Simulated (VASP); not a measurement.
# Quasiparticle energies of CdS (Greenockite) in VASP, part 3 of 3

How does the gap of CdS (Greenockite) change from the starting functional to GW? The cell is of the wurtzite type, one of the forms listed for this formula. The start is a cell from a database of measured crystal structures.

VASP 6.6.1, plane waves and PAW; the level of theory is named at each step.

So far, quasiparticle gap on the mesh (eV): step 4 (G0W0, ENCUTGW 100, bands in the sums 232) 2.06; step 6 (G0W0, ENCUTGW 140, bands in the sums 376) 2.09. Also gap on the k-mesh (eV): step 3 (empty bands) 1.21.

**7. Empty bands**

This step: PBE; plane waves and PAW (Cd_GW, S_GW) (VASP 6.6.1).

The empty bands are made again, for the run that follows.

INCAR

```
SYSTEM = CdS
PREC = Accurate
ENCUT = 330
ISMEAR = 0
SIGMA = 0.01
LREAL = .FALSE.
GGA = PE
NBANDS = 552
ALGO = Exact
NELM = 1
LWAVE = .TRUE.
LCHARG = .FALSE.
LOPTICS = .TRUE.
NEDOS = 1000
CSHIFT = 0.1
```

POSCAR

```
CdS
1.0
    4.1370000000      0.0000000000      0.0000000000
   -2.0685000000      3.5827470955      0.0000000000
    0.0000000000      0.0000000000      6.7144000000
Cd S
2 2
Direct
    0.6666666667      0.3333333333      0.0000000000
    0.3333333333      0.6666666667      0.5000000000
    0.6666666667      0.3333333333      0.3750000000
    0.3333333333      0.6666666667      0.8750000000
```

KPOINTS

```
Automatic mesh
0
Gamma
6 6 4
0 0 0
```

The projector-augmented-wave data sets are Cd_GW and S_GW (PBE family, release 64).

Command:

```bash
mpirun -np 8 vasp_std
```

Output:

```text
[banner, memory and clock lines left out]
running    8 mpi-ranks, on    1 nodes
[...]
[... a notice as in an earlier step ...]

 LDA part: xc-table for (Slater+PW92), standard interpolation
 found WAVECAR, reading the header
  number of bands has changed, file:    24 present:   552
  trying to continue reading WAVECAR, but it might fail
 POSCAR, INCAR and KPOINTS ok, starting setup
[...]
reading WAVECAR
 random initialization beyond band           24
 the WAVECAR file was read successfully
 initial charge from wavefunction
 entering main loop
       N       E                     dE             d eps       ncg     rms          rms(c)
DIA:   1    -0.123244353207E+02   -0.12324E+02    0.00000E+00     0   0.000E+00
   1 F= -.12324435E+02 E0= -.12324435E+02  d E =-.135060E-25
 writing wavefunctions
 optical routines
 imaginary and real dielectric function
 recalculating local potential from charge density
 direction            1
 direction            2
 direction            3
```

Elapsed: 19 s, on 8 MPI ranks of Intel Xeon Platinum 8488C (Sapphire Rapids), shared host; peak memory 2.2 GiB; 2.4 min of CPU time.

Parts of OUTCAR (step 7):

```text
 POSITION                                       TOTAL-FORCE (eV/Angst)
 -----------------------------------------------------------------------------------
      2.06850      1.19425      0.00000         0.000000     -0.000000     -0.071105
     -0.00000      2.38850      3.35720         0.000000      0.000000     -0.071105
      2.06850      1.19425      2.51790         0.000000      0.000000      0.071105
     -0.00000      2.38850      5.87510        -0.000000      0.000000      0.071105
 -----------------------------------------------------------------------------------
    total drift:                                0.000000      0.000000      0.000100

  FREE ENERGIE OF THE ION-ELECTRON SYSTEM (eV)
  ---------------------------------------------------
  free  energy   TOTEN  =       -12.3244353207 eV

  energy  without entropy=      -12.3244353207  energy(sigma->0) =      -12.32443532

[... 2 parts as in an earlier step ...]

[... 2 further parts left out ...]
[key lines of the parts left out:]
E-fermi :   2.6926
```

WAVECAR now holds 552 bands for 36 electrons.

**8. G0W0, ENCUTGW 180, bands in the sums 552**

This step: G0W0 on PBE; plane waves and PAW (Cd_GW, S_GW) (VASP 6.6.1).

ENCUTGW rises to 180 eV and the bands with it, to about the number of plane waves under that cutoff.

INCAR

```
SYSTEM = CdS
PREC = Accurate
ENCUT = 330
ISMEAR = 0
SIGMA = 0.01
LREAL = .FALSE.
GGA = PE
NBANDS = 552
ALGO = EVGW0
NELMGW = 1
ENCUTGW = 180
NOMEGA = 48
PRECFOCK = Fast
NBANDSGW = 32
LWAVE = .FALSE.
LCHARG = .FALSE.
```

POSCAR is that of step 7.

KPOINTS is that of step 7.

Command:

```bash
mpirun -np 8 vasp_std
```

Output:

```text
[banner, memory and clock lines left out]
running    8 mpi-ranks, on    1 nodes
[...]
[... a notice as in an earlier step ...]

|                                                                             |
|           W    W    AA    RRRRR   N    N  II  N    N   GGGG   !!!           |
|           W    W   A  A   R    R  NN   N  II  NN   N  G    G  !!!           |
|           W    W  A    A  R    R  N N  N  II  N N  N  G       !!!           |
|           W WW W  AAAAAA  RRRRR   N  N N  II  N  N N  G  GGG   !            |
|           WW  WW  A    A  R   R   N   NN  II  N   NN  G    G                |
|           W    W  A    A  R    R  N    N  II  N    N   GGGG   !!!           |
|                                                                             |
|     The default for ENCUTGWSOFT is different in this version of VASP.       |
|     please manually set ENCUTGWSOFT =180 in the INCAR file.                 |
|                                                                             |

[...]
total number of BLAS operations     211249.30 Gflops
NQ=  17    0.3333    0.0000    0.5000,
|.........|.........|.........|.........|.........|.........|.........|.........
 performed      94319000 updates of chi_q(r,r)
 total number of BLAS operations     224919.48 Gflops
NQ=  18    0.5000    0.0000    0.5000,
|.........|.........|.........|.........|.........|.........|.........|.........
 performed      98994000 updates of chi_q(r,r)
 total number of BLAS operations     235827.57 Gflops
NQ=  19    0.1667    0.1667    0.5000,
|.........|.........|.........|.........|.........|.........|.........|.........
 performed     105153000 updates of chi_q(r,r)
 total number of BLAS operations     250842.76 Gflops
NQ=  20    0.3333    0.1667    0.5000,
|.........|.........|.........|.........|.........|.........|.........|.........
 performed     112160000 updates of chi_q(r,r)
 total number of BLAS operations     267555.42 Gflops
NQ=  21    0.3333    0.3333    0.5000,
|.........|.........|.........|.........|.........|.........|.........|.........
 performed     116270000 updates of chi_q(r,r)
 total number of BLAS operations     277359.19 Gflops
 resolving degeneracies of screened two electron integrals

 calculate QP shifts <psi_nk| G(iteration)W_0 |psi_nk>: iteration 1
 entering main loop
[key lines of the parts left out:]
E-fermi :   3.2275
```

The job ended after 28 min (8 MPI ranks; peak memory 6.8 GiB).

From OUTCAR (step 8):

```text
 QP shifts <psi_nk| G(iteration)W_0 |psi_nk>: iteration 1
 for sc-GW calculations column KS-energies equals QP-energies in previous step
 and V_xc(KS)=  KS-energies - (<T + V_ion + V_H > + <T+V_H+V_ion>^1  + <V_x>^1)
 k-point   1 :       0.0000    0.0000    0.0000
  band No.  KS-energies  QP-energies   sigma(KS)   V_xc(KS)     V^pw_x(r,r')   Z            occupation Imag(sigma)
    ...
     15       1.8518       0.9128     -14.4614     -13.1962     -16.2791       0.7422       2.0000       0.0216
     16       2.5782       1.6900     -14.9196     -13.7365     -16.4837       0.7507       2.0000       0.0204
     17       2.6218       1.7300     -14.9982     -13.8095     -16.5974       0.7503       2.0000       0.0221
     18       2.6218       1.7300     -14.9982     -13.8095     -16.5974       0.7503       2.0000       0.0221
     19       3.8332       3.8575      -9.8543      -9.8849      -6.2020       0.7944       0.0000      -0.0755
     20       5.4180       5.5918      -9.7980     -10.0184      -5.7585       0.7886       0.0000      -0.0747
     21       9.0818       9.4015      -9.2850      -9.6968      -4.8950       0.7762       0.0000      -0.0900
     22       9.0818       9.4015      -9.2850      -9.6968      -4.8950       0.7762       0.0000      -0.0900
    ...

[... 1 part as in an earlier step ...]

[... 2 further parts left out ...]
[key lines of the parts left out:]
E-fermi :   3.2275
```

The gap is now 2.127 eV, +33 meV against the GW run before. Spin-orbit coupling is left out.

**9. Empty bands**

This step: PBE; plane waves and PAW (Cd_GW, S_GW) (VASP 6.6.1).

The empty bands are made again, for the run that follows.

INCAR

```
SYSTEM = CdS
PREC = Accurate
ENCUT = 330
ISMEAR = 0
SIGMA = 0.01
LREAL = .FALSE.
GGA = PE
NBANDS = 744
ALGO = Exact
NELM = 1
LWAVE = .TRUE.
LCHARG = .FALSE.
LOPTICS = .TRUE.
NEDOS = 1000
CSHIFT = 0.1
```

POSCAR is that of step 8.

KPOINTS is that of step 8.

Command:

```bash
mpirun -np 8 vasp_std
```

Output:

```text
[banner, memory and clock lines left out]
running    8 mpi-ranks, on    1 nodes
[...]
[... a notice as in an earlier step ...]

 LDA part: xc-table for (Slater+PW92), standard interpolation
 found WAVECAR, reading the header
  number of bands has changed, file:    24 present:   744
  trying to continue reading WAVECAR, but it might fail
 POSCAR, INCAR and KPOINTS ok, starting setup
[...]
reading WAVECAR
 random initialization beyond band           24
 the WAVECAR file was read successfully
 initial charge from wavefunction
 entering main loop
       N       E                     dE             d eps       ncg     rms          rms(c)
[... 1 cycle as in an earlier step ...]
   1 F= -.12324435E+02 E0= -.12324435E+02  d E =-.447925-149
 writing wavefunctions
 optical routines
 imaginary and real dielectric function
 recalculating local potential from charge density
 direction            1
 direction            2
 direction            3
```

It took 21 s on 8 MPI ranks; peak memory 2.3 GiB; 2.6 min of CPU time.

Parts of OUTCAR (step 9):

```text
  Total        1.2670648      1.2670648      1.6910423      0.0000000      0.0000000      0.0000000
  in kB       20.3986084     20.3986084     27.2242659      0.0000000      0.0000000      0.0000000
  external PRESSURE =      22.6738276 kB  Pullay stress =       0.0000000 kB

 POSITION                                       TOTAL-FORCE (eV/Angst)
 -----------------------------------------------------------------------------------
      2.06850      1.19425      0.00000        -0.000000      0.000000     -0.071105
     -0.00000      2.38850      3.35720         0.000000     -0.000000     -0.071105
      2.06850      1.19425      2.51790         0.000000     -0.000000      0.071105
     -0.00000      2.38850      5.87510        -0.000000      0.000000      0.071105
 -----------------------------------------------------------------------------------
    total drift:                                0.000000      0.000000      0.000100

[... 3 parts as in an earlier step ...]

[... 2 further parts left out ...]
[key lines of the parts left out:]
E-fermi :   2.8047
```

WAVECAR now holds 744 bands for 36 electrons.

**10. G0W0, ENCUTGW 220, bands in the sums 744**

This step: G0W0 on PBE; plane waves and PAW (Cd_GW, S_GW) (VASP 6.6.1).

ENCUTGW rises to 220 eV and the bands with it, to about the number of plane waves under that cutoff.

INCAR

```
SYSTEM = CdS
PREC = Accurate
ENCUT = 330
ISMEAR = 0
SIGMA = 0.01
LREAL = .FALSE.
GGA = PE
NBANDS = 744
ALGO = EVGW0
NELMGW = 1
ENCUTGW = 220
NOMEGA = 48
PRECFOCK = Fast
NBANDSGW = 32
LWAVE = .FALSE.
LCHARG = .FALSE.
```

POSCAR is that of step 9.

KPOINTS is that of step 9.

Command:

```bash
mpirun -np 8 vasp_std
```

Output:

```text
[banner, memory and clock lines left out]
running    8 mpi-ranks, on    1 nodes
[...]
[... a notice as in an earlier step ...]

|                                                                             |
|           W    W    AA    RRRRR   N    N  II  N    N   GGGG   !!!           |
|           W    W   A  A   R    R  NN   N  II  NN   N  G    G  !!!           |
|           W    W  A    A  R    R  N N  N  II  N N  N  G       !!!           |
|           W WW W  AAAAAA  RRRRR   N  N N  II  N  N N  G  GGG   !            |
|           WW  WW  A    A  R   R   N   NN  II  N   NN  G    G                |
|           W    W  A    A  R    R  N    N  II  N    N   GGGG   !!!           |
|                                                                             |
|     The default for ENCUTGWSOFT is different in this version of VASP.       |
|     please manually set ENCUTGWSOFT =220 in the INCAR file.                 |
|                                                                             |

[...]
total number of BLAS operations     514677.52 Gflops
NQ=  17    0.3333    0.0000    0.5000,
|.........|.........|.........|.........|.........|.........|.........|.........
 performed     127684000 updates of chi_q(r,r)
 total number of BLAS operations     549369.20 Gflops
NQ=  18    0.5000    0.0000    0.5000,
|.........|.........|.........|.........|.........|.........|.........|.........
 performed     134018000 updates of chi_q(r,r)
 total number of BLAS operations     577421.73 Gflops
NQ=  19    0.1667    0.1667    0.5000,
|.........|.........|.........|.........|.........|.........|.........|.........
 performed     142352000 updates of chi_q(r,r)
 total number of BLAS operations     614132.11 Gflops
NQ=  20    0.3333    0.1667    0.5000,
|.........|.........|.........|.........|.........|.........|.........|.........
 performed     151829000 updates of chi_q(r,r)
 total number of BLAS operations     655875.89 Gflops
NQ=  21    0.3333    0.3333    0.5000,
|.........|.........|.........|.........|.........|.........|.........|.........
 performed     157401000 updates of chi_q(r,r)
 total number of BLAS operations     681357.21 Gflops
 resolving degeneracies of screened two electron integrals

 calculate QP shifts <psi_nk| G(iteration)W_0 |psi_nk>: iteration 1
 entering main loop
[key lines of the parts left out:]
E-fermi :   3.2275
```

Run time: 49 min. Hardware: 8 MPI ranks; peak memory 9.5 GiB.

From OUTCAR (step 10):

```text
 QP shifts <psi_nk| G(iteration)W_0 |psi_nk>: iteration 1
 for sc-GW calculations column KS-energies equals QP-energies in previous step
 and V_xc(KS)=  KS-energies - (<T + V_ion + V_H > + <T+V_H+V_ion>^1  + <V_x>^1)
 k-point   1 :       0.0000    0.0000    0.0000
  band No.  KS-energies  QP-energies   sigma(KS)   V_xc(KS)     V^pw_x(r,r')   Z            occupation Imag(sigma)
    ...
     15       1.8518       0.8504     -14.5441     -13.1962     -16.2791       0.7429       2.0000      -0.0088
     16       2.5782       1.6226     -15.0094     -13.7365     -16.4837       0.7507       2.0000      -0.0116
     17       2.6218       1.6624     -15.0882     -13.8095     -16.5974       0.7504       2.0000      -0.0094
     18       2.6218       1.6624     -15.0882     -13.8095     -16.5974       0.7504       2.0000      -0.0094
     19       3.8332       3.8053      -9.9200      -9.8849      -6.2020       0.7952       0.0000      -0.1020
     20       5.4180       5.5438      -9.8589     -10.0184      -5.7585       0.7885       0.0000      -0.1037
     21       9.0818       9.3732      -9.3213      -9.6968      -4.8950       0.7758       0.0000      -0.1134
     22       9.0818       9.3732      -9.3213      -9.6968      -4.8950       0.7758       0.0000      -0.1134
    ...

[... 1 part as in an earlier step ...]

[... 2 further parts left out ...]
[key lines of the parts left out:]
E-fermi :   3.2275
```

The gap is now 2.143 eV, +15 meV against the GW run before. Spin-orbit coupling is left out.

**11. Summary**

This step: GW series: G0W0 on PBE; plane waves and PAW (VASP 6.6.1).

This step runs nothing: it gathers the runs above.

Numbers from this step:

| Property | Result |
| --- | --- |
| gap extrapolated to a complete basis | 2.194 eV |
| direct gap extrapolated to a complete basis | 2.194 eV |

Cost is wall time times ranks on a shared host, with the step that makes the empty bands. GW runs:

```tsv
level	bands	ENCUTGW (eV)	NOMEGA	k mesh	starting gap (eV)	quasiparticle gap (eV)	direct gap (eV)	cost (core minutes)
G0W0	232	100	48	6x6x4	1.211	2.061	2.061	62.39
G0W0	376	140	48	6x6x4	1.211	2.094	2.094	114.5
G0W0	552	180	48	6x6x4	1.211	2.127	2.127	222.6
G0W0	744	220	48	6x6x4	1.211	2.143	2.143	392.3
```

**12. Outcome**

| Quantity | Value |
| --- | --- |
| G0W0 on PBE, 744 bands, ENCUTGW 220 eV, NOMEGA 48, mesh 6×6×4 | 1.211 → 2.143 eV |
| G0W0 on PBE, 232 bands, ENCUTGW 100 eV, NOMEGA 48, mesh 6×6×4 | 1.211 → 2.061 eV |
| gap at a complete basis (linear in ENCUTGW^-3/2) | 2.19 eV |

G0W0 gives a quasiparticle gap of 2.143 eV on the mesh, 0.93 eV over the PBE gap on the same mesh. On mesh and path the starting valence top lies at Γ and the conduction bottom at Γ, so the starting gap is direct. Both points lie on the GW mesh. The steps of the series move the gap by +34, +33, +15 meV; the last costs 1.8 times the one before. The last step lies within a tolerance of 30 meV, picked for this account, and the last two together move the gap by +49 meV. Extrapolated from the last three points to a complete basis, the gap is 2.19 eV, +52 meV from the dearest run. The extrapolation removes the error of the response basis alone, at this mesh, ENCUT and data set. In Cd_GW the d shell is in the valence without all the semicore s and p states of the same shell; those stay frozen in the core, and how far that moves the GW gap wasn't tested here. Spin-orbit coupling is left out; with Cd in the cell it can split or shift band edges, by an amount that depends on which atoms form them and isn't tested here. Not tabulated here, as repeats of values shown or as unfit to read for their mesh, reference level or band range: eps2 curves (empty bands); eps1 curves and static values (empty bands); gaps (empty bands).

[Lines on the potential files, build, host, timing and source positions are cut from VASP's logs without a mark.]

[Logs are printed without paths, hosts, clocks, repeated set-up lines and the standing remarks that a program may print on its own settings, such as how far it seeks lower states.]

[Hosts, paths, dates, database ids (printed as entryN), source tags and the programs' standing remarks are cut or masked in the printed files.]

[Pressures printed for these runs are not shown converged in the cutoff: they can be off by several GPa and have the wrong sign.]
